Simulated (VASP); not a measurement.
Set up this calculation in VASP 6.6.1, as the native input.

- Task: electrostatic potential
- Functional: r2SCAN
- Dispersion: rVV10
- Potentials or basis: VASP PAW PBE potentials, release 64 (Pt)
- Cutoff: 520 eV
- k mesh: 18 × 18 × 18
- Occupations: methfessel-paxton, width 0.1 eV
- Spin: no spin polarisation
- Further INCAR settings: ALGO = Normal; EDIFF = 1e-07

The structure of Pt lies in POSCAR:

```
Pt                                      
1.0
    0.0000000000      1.9671800805      1.9671800805
    1.9671800805      0.0000000000      1.9671800805
    1.9671800805      1.9671800805      0.0000000000
  Pt            
     1
Direct
     0.0000000000000000    0.0000000000000000    0.0000000000000000
```

The cell was built by a generator and needn't be a form met in nature.

These files were run (other wordings do the same):

INCAR

```
  ALGO = Normal
  BPARAM = 11.95
  CPARAM = 0.0093
  EDIFF = 1E-7
  ENCUT = 520
  ISIF = 2
  ISMEAR = 1
  IVDW_NL = 2
  LASPH = True
  LCHARG = True
  LMIXTAU = True
  LREAL = False
  LUSE_VDW = True
  LVHAR = True
  LWAVE = False
  METAGGA = R2SCAN
  NELM = 60
  PREC = Accurate
  SIGMA = 0.1
```

KPOINTS

```
k-points
0
Gamma
  18 18 18
```

Potentials or basis: VASP PAW PBE potentials, release 64 (Pt).

The run is started by

```bash
$ cat potpaw_PBE.64/Pt/POTCAR > POTCAR
$ mpirun -np 1 vasp_std > vasp.out
```

It gave:

```json
{
 "Pressure": "-0.1 GPa",
 "Band gap on the k mesh": "none (metal or under the smearing width)"
}
```

Caveat: the PAW data sets were made with another functional, which shifts forces and pressure a little.

Wall time 2.1 min on 1 thread of Intel(R) Xeon(R) Platinum 8488C (Sapphire Rapids), with other jobs on the host, peak memory 0.24 GiB.
